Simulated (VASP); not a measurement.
# AgCl with r2SCAN + rVV10: from relaxation to properties, part 3 of 5

Wanted: the relaxed cell of AgCl and its properties. Left out of this account: 1 further run (core levels: core levels are not valid at this level). The start is a computed cell from the Materials Project.

VASP 6.6.1; r2SCAN with rVV10; plane waves and PAW (Ag, Cl).

So far, gap on the k-mesh (eV): step 2 (relaxing cell and atoms (r2SCAN + rVV10)) 1.36; step 4 (density, ELF and potential (r2SCAN + rVV10)) 1.36. The relaxed cell has a = 5.496 Å (conventional setting).

## (5) Bands along the symmetry lines (r2SCAN + rVV10)

Levels along the symmetry lines show where the bands peak and cross; KPOINTS_OPT computes them in the converged potential.

The input, INCAR:

```
SYSTEM = AgCl
PREC = Accurate
ENCUT = 400
EDIFF = 1E-06
NELM = 100
ISMEAR = 0
SIGMA = 0.05
LREAL = .FALSE.
ALGO = Normal
METAGGA = R2SCAN
LUSE_VDW = .TRUE.
IVDW_NL = 2
BPARAM = 11.95
CPARAM = 0.0093
LASPH = .TRUE.
NBANDS = 21
LORBIT = 11
LWAVE = .FALSE.
LCHARG = .FALSE.
KPAR = 2
```

The input, POSCAR:

```
AgCl
1.0
    0.0000000000      2.7481520757      2.7481520757
    2.7481520757      0.0000000000      2.7481520757
    2.7481520757      2.7481520757      0.0000000000
Ag Cl
1 1
Direct
    0.0000000000      0.0000000000      0.0000000000
    0.5000000000      0.5000000000      0.5000000000
```

The input, KPOINTS:

```
Automatic mesh
0
Gamma
8 8 8
0 0 0
```

The input, KPOINTS_OPT:

```
Line mode
16
Line-mode
Reciprocal
  0.00000000   0.00000000   0.00000000 GAMMA
  0.50000000   0.00000000   0.50000000 X

  0.50000000   0.00000000   0.50000000 X
  0.50000000   0.25000000   0.75000000 W

  0.50000000   0.25000000   0.75000000 W
  0.37500000   0.37500000   0.75000000 K

  0.37500000   0.37500000   0.75000000 K
  0.00000000   0.00000000   0.00000000 GAMMA

  0.00000000   0.00000000   0.00000000 GAMMA
  0.50000000   0.50000000   0.50000000 L

  0.50000000   0.50000000   0.50000000 L
  0.62500000   0.25000000   0.62500000 U

  0.62500000   0.25000000   0.62500000 U
  0.50000000   0.25000000   0.75000000 W

  0.50000000   0.25000000   0.75000000 W
  0.50000000   0.50000000   0.50000000 L

  0.50000000   0.50000000   0.50000000 L
  0.37500000   0.37500000   0.75000000 K

  0.62500000   0.25000000   0.62500000 U
  0.50000000   0.00000000   0.50000000 X
```

Potentials, in the order of the species: Ag and Cl (PBE family, release 64).

Run with:

```console
> mpirun -np 2 vasp_std
```

What it wrote:

```text
[... set-up lines as in an earlier step ...]
 entering main loop
       N       E                     dE             d eps       ncg     rms          rms(c)
Total rVV10 correction in eV:      0.5284862    21.5737324
Total rVV10 correction in eV:      0.5284862    21.5737324
DAV:   1     0.654644912261E+02    0.65464E+02   -0.71155E+03  1250   0.635E+02
DAV:   2    -0.295952373155E+02   -0.95060E+02   -0.85869E+02  1426   0.176E+02
DAV:   3    -0.331438709913E+02   -0.35486E+01   -0.35262E+01  1466   0.344E+01
DAV:   4    -0.331677256618E+02   -0.23855E-01   -0.23852E-01  1368   0.306E+00
DAV:   5    -0.331680554494E+02   -0.32979E-03   -0.32978E-03  1512   0.354E-01    0.707E+00
Total rVV10 correction in eV:      0.5278083    21.5737320
Total rVV10 correction in eV:      0.5278083    21.5737320
DAV:   6    -0.281643348084E+02    0.50037E+01   -0.26471E+00  1263   0.151E+01    0.623E+00
Total rVV10 correction in eV:      0.5333874    21.5737320
Total rVV10 correction in eV:      0.5333874    21.5737320
DAV:   7    -0.281039205477E+02    0.60414E-01   -0.14346E-01  1358   0.300E+00    0.401E+00
Total rVV10 correction in eV:      0.5419765    21.5737320
Total rVV10 correction in eV:      0.5419765    21.5737320
DAV:   8    -0.280918082017E+02    0.12112E-01   -0.89055E-02  1403   0.289E+00    0.744E-01
Total rVV10 correction in eV:      0.5437794    21.5737320
Total rVV10 correction in eV:      0.5437794    21.5737320
DAV:   9    -0.280925386840E+02   -0.73048E-03   -0.32350E-03  1421   0.536E-01    0.363E-01
Total rVV10 correction in eV:      0.5432093    21.5737320
Total rVV10 correction in eV:      0.5432093    21.5737320
DAV:  10    -0.280920011971E+02    0.53749E-03   -0.14006E-03  1393   0.353E-01    0.793E-02
Total rVV10 correction in eV:      0.5430304    21.5737320
Total rVV10 correction in eV:      0.5430304    21.5737320
DAV:  11    -0.280920192622E+02   -0.18065E-04   -0.19142E-04  1419   0.956E-02    0.398E-02
Total rVV10 correction in eV:      0.5431488    21.5737320
Total rVV10 correction in eV:      0.5431488    21.5737320
DAV:  12    -0.280920131470E+02    0.61152E-05   -0.26697E-05  1408   0.525E-02    0.784E-03
Total rVV10 correction in eV:      0.5432060    21.5737320
Total rVV10 correction in eV:      0.5432060    21.5737320
DAV:  13    -0.280920138926E+02   -0.74556E-06   -0.29757E-06  1423   0.147E-02
Total rVV10 correction in eV:      0.5431730    21.5737320
Total rVV10 correction in eV:      0.5431730    21.5737320
Total rVV10 correction in eV:      0.5431897    21.5737320
Total rVV10 correction in eV:      0.5431897    21.5737320
   1 F= -.28092014E+02 E0= -.28092014E+02  d E =-.180826E-20
 Start KPOINTS_OPT (optional k-point list driver)
k-point batch [1-29\160]
       N       E                     dE             ncg
DAV:   1     0.271128858451E+04   -0.10072E+05     1242
DAV:   2    -0.569253707995E+02   -0.27682E+04     1416
DAV:   3    -0.153250616418E+03   -0.96325E+02     1450
DAV:   4    -0.153925618887E+03   -0.67500E+00     1456
DAV:   5    -0.153935781300E+03   -0.10162E-01     1504
DAV:   6    -0.153935999175E+03   -0.21788E-03     1535
DAV:   7    -0.153936004624E+03   -0.54488E-05     1460
DAV:   8    -0.153936004768E+03   -0.14405E-06     1068
[...]
k-point batch [146-160\160]
       N       E                     dE             ncg
DAV:   1     0.926034793885E+04   -0.76482E+04      630
DAV:   2     0.781515448044E+04   -0.14452E+04      723
DAV:   3     0.776503140035E+04   -0.50123E+02      794
DAV:   4     0.776469031826E+04   -0.34108E+00      743
DAV:   5     0.776468529767E+04   -0.50206E-02      792
DAV:   6     0.776468519126E+04   -0.10642E-03      778
DAV:   7     0.776468518868E+04   -0.25755E-05      810
DAV:   8     0.776468518862E+04   -0.60261E-07      512
```

It took 95 s on 2 MPI ranks of Intel Xeon 6975P-C (Granite Rapids), shared host; peak memory 0.51 GiB; 2.8 min of CPU time.

OUTCAR, selected parts (step 5):

```text
   k-points           NKPTS =     29   k-points in BZ     NKDIM =     29   number of bands    NBANDS=     21

   NELECT =      18.0000    total number of electrons

 E-fermi :   4.2036

 k-point     1 :       0.0000    0.0000    0.0000
  band No.  band energies     occupation
    ...
      5       1.3363      2.00000
      6       1.3363      2.00000
      7       1.3363      2.00000
      8       1.3897      2.00000
      9       1.3897      2.00000
     10       5.2503      0.00000
     11      15.1690      0.00000
     12      15.1690      0.00000
     13      15.1690      0.00000
     14      16.4986      0.00000
    ...

  Total       -0.0307985     -0.0307985     -0.0307985      0.0000000      0.0000000      0.0000000
  in kB       -1.1887439     -1.1887439     -1.1887439      0.0000000      0.0000000      0.0000000
  external PRESSURE =      -1.1887439 kB  Pullay stress =       0.0000000 kB

 POSITION                                       TOTAL-FORCE (eV/Angst)
 -----------------------------------------------------------------------------------
      0.00000      0.00000      0.00000        -0.000000      0.000000      0.000000
      2.74815      2.74815      2.74815         0.000000     -0.000000     -0.000000
 -----------------------------------------------------------------------------------
    total drift:                                0.000000      0.000000      0.000000

  FREE ENERGIE OF THE ION-ELECTRON SYSTEM (eV)
  ---------------------------------------------------
  free  energy   TOTEN  =       -28.0920138926 eV

  energy  without entropy=      -28.0920138926  energy(sigma->0) =      -28.09201389

[... 8 parts as in an earlier step ...]

[... 8 further parts left out ...]
```

Spin-orbit coupling is off here; it would split degenerate levels.

This step gave:

```
SCF cycles                        : 13
bands                             : 21
Fermi energy                      : 4.204 eV
pressure                          : -0.1189 GPa
least gap on mesh and path        : 1.363 eV
least direct gap on mesh and path : 3.566 eV
least direct gap at k             : 0.05, 0.05, 0.1
```

Electronic bands along the path, in eV, zero at the valence-band top; v1 is the highest filled band, c1 the lowest empty one:

| point | v4 | v3 | v2 | v1 | c1 | c2 | c3 | c4 |
| --- | --- | --- | --- | --- | --- | --- | --- | --- |
| Γ | -2.55 | -2.55 | -2.50 | -2.50 | 1.36 | 11.28 | 11.28 | 11.28 |
| 0.53 of the way | -2.39 | -1.86 | -1.86 | -1.33 | 3.99 | 7.86 | 8.93 | 10.84 |
| X | -2.30 | -2.04 | -2.04 | -1.91 | 2.85 | 8.24 | 9.27 | 12.44 |
| 0.53 of the way | -2.04 | -2.02 | -2.02 | -1.48 | 3.68 | 8.13 | 8.86 | 10.37 |
| W | -2.09 | -2.04 | -2.01 | -1.20 | 4.74 | 8.30 | 8.30 | 8.68 |
| 0.53 of the way | -2.09 | -1.96 | -1.80 | -1.16 | 4.39 | 7.78 | 8.54 | 9.68 |
| K | -2.10 | -1.92 | -1.69 | -1.10 | 4.12 | 7.65 | 8.64 | 10.56 |
| 0.53 of the way | -2.25 | -1.84 | -1.78 | -0.36 | 4.02 | 8.19 | 8.55 | 9.62 |
| Γ | -2.55 | -2.55 | -2.50 | -2.50 | 1.36 | 11.28 | 11.28 | 11.28 |
| 0.53 of the way | -2.34 | -2.06 | -0.76 | -0.76 | 3.58 | 8.08 | 9.57 | 9.57 |
| L | -2.16 | -1.83 | 0.00 | 0.00 | 4.55 | 7.29 | 8.17 | 8.17 |
| 0.47 of the way | -2.15 | -1.88 | -0.76 | -0.32 | 5.44 | 6.07 | 8.63 | 8.90 |
| U | -2.10 | -1.92 | -1.69 | -1.10 | 4.12 | 7.65 | 8.64 | 10.56 |
| 0.53 of the way | -2.09 | -1.96 | -1.83 | -1.17 | 4.45 | 7.83 | 8.52 | 9.51 |
| W | -2.09 | -2.04 | -2.01 | -1.20 | 4.74 | 8.30 | 8.30 | 8.68 |
| 0.47 of the way | -2.16 | -1.90 | -1.11 | -0.57 | 5.45 | 6.22 | 8.57 | 9.21 |
| L | -2.16 | -1.83 | 0.00 | 0.00 | 4.55 | 7.29 | 8.17 | 8.17 |
| 0.47 of the way | -2.15 | -1.88 | -0.76 | -0.32 | 5.44 | 6.07 | 8.63 | 8.90 |
| K | -2.10 | -1.92 | -1.69 | -1.10 | 4.12 | 7.65 | 8.64 | 10.56 |
| jump to U | -2.10 | -1.92 | -1.69 | -1.10 | 4.12 | 7.65 | 8.64 | 10.56 |
| 0.47 of the way | -2.05 | -2.00 | -1.81 | -1.80 | 3.26 | 8.11 | 9.05 | 11.71 |
| X | -2.30 | -2.04 | -2.04 | -1.91 | 2.85 | 8.24 | 9.27 | 12.44 |

Of the projections kept (Ag, Cl), the largest for each band there; the rest of the weight can lie on other orbitals:

```
point       v4       v3       v2       v1       c1       c2       c3       c4
    Γ  Ag 1.00  Ag 1.00  Ag 1.00  Ag 1.00  Ag 0.70  Ag 1.00  Ag 1.00  Ag 1.00
    X  Ag 1.00  Ag 1.00  Ag 1.00  Ag 0.97  Ag 0.96  Ag 1.00  Cl 0.69  Ag 0.66
    W  Ag 0.90  Ag 1.00  Ag 0.98  Ag 0.83  Ag 0.74  Cl 0.53  Cl 0.53  Ag 0.88
    K  Ag 1.00  Ag 0.94  Ag 0.91  Ag 0.73  Ag 0.85  Ag 0.62  Cl 0.64  Ag 0.77
    Γ  Ag 1.00  Ag 1.00  Ag 1.00  Ag 1.00  Ag 0.70  Ag 1.00  Ag 1.00  Ag 1.00
    L  Ag 1.00  Ag 0.92  Ag 0.61  Ag 0.61  Ag 0.72  Ag 0.56  Ag 1.00  Ag 1.00
```

The path finds the gap of the mesh within 0.02 eV, so the mesh comes close to both band edges.

## (6) Density of states (r2SCAN + rVV10)

A density of states needs more k-points than a total energy; ISMEAR = -5 takes tetrahedra, and LORBIT projects the states on the PAW spheres. The mesh is finer than in the run before.

INCAR, as its differences from that of step 5:

```diff
@@ -5,3 +5,3 @@
 NELM = 100
-ISMEAR = 0
+ISMEAR = -5
 SIGMA = 0.05
@@ -20 +20,2 @@
 KPAR = 2
+NEDOS = 2001
```

POSCAR is that of step 5.

The input, KPOINTS:

```
Automatic mesh
0
Gamma
12 12 12
0 0 0
```

Run with:

```console
> mpirun -np 2 vasp_std
```

What it wrote:

```text
[... set-up lines as in an earlier step ...]
 entering main loop
       N       E                     dE             d eps       ncg     rms          rms(c)
Total rVV10 correction in eV:      0.5284862    21.5737324
Total rVV10 correction in eV:      0.5284862    21.5737324
DAV:   1     0.677808920248E+02    0.67781E+02   -0.71736E+03  3064   0.639E+02
DAV:   2    -0.294871129502E+02   -0.97268E+02   -0.89077E+02  3525   0.177E+02
DAV:   3    -0.331433490051E+02   -0.36562E+01   -0.36334E+01  3650   0.349E+01
DAV:   4    -0.331677460908E+02   -0.24397E-01   -0.24393E-01  3475   0.310E+00
DAV:   5    -0.331680905104E+02   -0.34442E-03   -0.34441E-03  3698   0.360E-01    0.707E+00
Total rVV10 correction in eV:      0.5278057    21.5737320
Total rVV10 correction in eV:      0.5278057    21.5737320
DAV:   6    -0.281643820154E+02    0.50037E+01   -0.26357E+00  3139   0.151E+01    0.623E+00
Total rVV10 correction in eV:      0.5333858    21.5737320
Total rVV10 correction in eV:      0.5333858    21.5737320
DAV:   7    -0.281039223497E+02    0.60460E-01   -0.14312E-01  3494   0.301E+00    0.401E+00
Total rVV10 correction in eV:      0.5419826    21.5737320
Total rVV10 correction in eV:      0.5419826    21.5737320
DAV:   8    -0.280918237511E+02    0.12099E-01   -0.89096E-02  3479   0.290E+00    0.744E-01
Total rVV10 correction in eV:      0.5437776    21.5737320
Total rVV10 correction in eV:      0.5437776    21.5737320
DAV:   9    -0.280925360003E+02   -0.71225E-03   -0.32151E-03  3565   0.538E-01    0.363E-01
Total rVV10 correction in eV:      0.5432060    21.5737320
Total rVV10 correction in eV:      0.5432060    21.5737320
DAV:  10    -0.280919993239E+02    0.53668E-03   -0.14071E-03  3487   0.355E-01    0.788E-02
Total rVV10 correction in eV:      0.5430291    21.5737320
Total rVV10 correction in eV:      0.5430291    21.5737320
DAV:  11    -0.280920175171E+02   -0.18193E-04   -0.18875E-04  3503   0.950E-02    0.396E-02
Total rVV10 correction in eV:      0.5431447    21.5737320
Total rVV10 correction in eV:      0.5431447    21.5737320
DAV:  12    -0.280920115747E+02    0.59423E-05   -0.25308E-05  3603   0.509E-02    0.838E-03
Total rVV10 correction in eV:      0.5432046    21.5737320
Total rVV10 correction in eV:      0.5432046    21.5737320
DAV:  13    -0.280920123351E+02   -0.76040E-06   -0.32147E-06  3552   0.157E-02
Total rVV10 correction in eV:      0.5431708    21.5737320
Total rVV10 correction in eV:      0.5431708    21.5737320
Total rVV10 correction in eV:      0.5431880    21.5737320
Total rVV10 correction in eV:      0.5431880    21.5737320
   1 F= -.28092012E+02 E0= -.28092012E+02  d E =0.000000E+00
```

Elapsed: 71 s, on 2 MPI ranks; peak memory 0.54 GiB.

From OUTCAR (step 6):

```text
   k-points           NKPTS =     72   k-points in BZ     NKDIM =     72   number of bands    NBANDS=     21

   NELECT =      18.0000    total number of electrons

 E-fermi :   3.8884

 k-point     1 :       0.0000    0.0000    0.0000
  band No.  band energies     occupation
    ...
      5       1.3363      2.00000
      6       1.3364      2.00000
      7       1.3364      2.00000
      8       1.3897      2.00000
      9       1.3897      2.00000
     10       5.2503      0.00000
     11      15.1690      0.00000
     12      15.1690      0.00000
     13      15.1690      0.00000
     14      16.4986      0.00000
    ...

  Total       -0.0309438     -0.0309438     -0.0309438      0.0000000      0.0000000     -0.0000000
  in kB       -1.1943527     -1.1943527     -1.1943527      0.0000000      0.0000000     -0.0000000
  external PRESSURE =      -1.1943527 kB  Pullay stress =       0.0000000 kB

  FREE ENERGIE OF THE ION-ELECTRON SYSTEM (eV)
  ---------------------------------------------------
  free  energy   TOTEN  =       -28.0920123351 eV

  energy  without entropy=      -28.0920123351  energy(sigma->0) =      -28.09201234

[... 8 parts as in an earlier step ...]

[... 9 further parts left out ...]
```

This step gave:

```yaml
irreducible_k_points: 72
fermi_energy: 3.888 eV
pressure: -0.1194 GPa
least_direct_gap_at_k: -0.08333, 0.08333, 0
least_direct_gap_on_the_k_mesh: 3.619 eV
```

The density of states has structure finer than the step of the table below, so its rows give means over 0.5 eV, whole bins alone (the curve runs from -12.0 to 9.24 eV). Peaks (eV: height): total -4.36: 8.99, -2.21: 12.6, -1.92: 14.5, 8.58: 5.08; Ag d -4.36: 2.85, -2.21: 11.7, -1.92: 11.9; Cl p -4.92: 1.41, -4.36: 3.45, -1.92: 1.24, 8.58: 0.638; Ag s -5.02: 0.200, -1.92: 0.164, 4.74: 0.385, 6.24: 0.132; Ag p -4.36: 0.121, 8.58: 0.704.

States under -12.0 eV and over 9.2 eV are left out. Table of density of states by energy, zero at the valence-band top; means over each step; values in states/eV/cell:

```
energy (eV)    total     Ag d     Cl p     Ag s     Ag p
       -6.0        0        0        0        0        0
       -5.5    0.432   0.0477    0.168   0.0406  0.00211
       -5.0     2.50    0.340     1.02    0.154   0.0365
       -4.5     3.92     1.10     1.54   0.0415   0.0634
       -4.0     3.58     1.05     1.43   0.0177   0.0599
       -3.5     1.44    0.399    0.606  0.00444   0.0261
       -3.0    0.238    0.117   0.0687   5.5e-4  0.00192
       -2.5     4.04     3.59   0.0898  0.00406  0.00304
       -2.0     8.79     7.59    0.508   0.0509   0.0173
       -1.5     2.60     1.83    0.411   0.0315   0.0210
       -1.0     2.09     1.30    0.482   0.0247   0.0208
       -0.5     1.84     1.06    0.541  0.00712   0.0142
        0.0    0.621    0.348    0.206   3.3e-4  0.00206
        0.5        0        0        0        0        0
        1.0        0        0        0        0        0
        1.5  0.00940        0   4.7e-4  0.00334   3.7e-5
        2.0   0.0415   1.6e-4  0.00377   0.0137   5.1e-4
        2.5   0.0726   6.2e-4  0.00961   0.0221  0.00144
        3.0    0.182  0.00186   0.0197   0.0690  0.00350
        3.5    0.414  0.00496   0.0460    0.165  0.00984
        4.0    0.731   0.0131    0.100    0.274   0.0219
        4.5    0.997   0.0165    0.139    0.333   0.0498
        5.0     1.07   0.0167    0.145    0.316   0.0726
        5.5    0.496  0.00779   0.0709    0.147   0.0356
        6.0    0.167  0.00247   0.0220   0.0321   0.0187
        6.5    0.831   0.0131   0.0955    0.126    0.109
        7.0    0.913   0.0189    0.102    0.106    0.130
        7.5    0.851   0.0283   0.0847   0.0513    0.132
        8.0     1.04   0.0768   0.0943   0.0257    0.119
        8.5     3.33    0.178    0.395   0.0334    0.448
```

The gap on this mesh is 1.36 eV. In the top eV of the valence band the largest shares in the PAW spheres are Ag d 58 % and Cl p 29 %. The rest lies in smaller channels or between the spheres.

[end of part 3 of 5]

[Lines on the potential files, build, host, timing and source positions are cut from VASP's logs without a mark.]

[Logs are printed without paths, hosts, clocks, repeated set-up lines and the standing remarks that a program may print on its own settings, such as how far it seeks lower states.]

[Hosts, paths, dates, database ids (printed as entryN), source tags and the programs' standing remarks are cut or masked in the printed files.]

[A measured line is paired with the nearest computed mode of its activity, which favours agreement.]
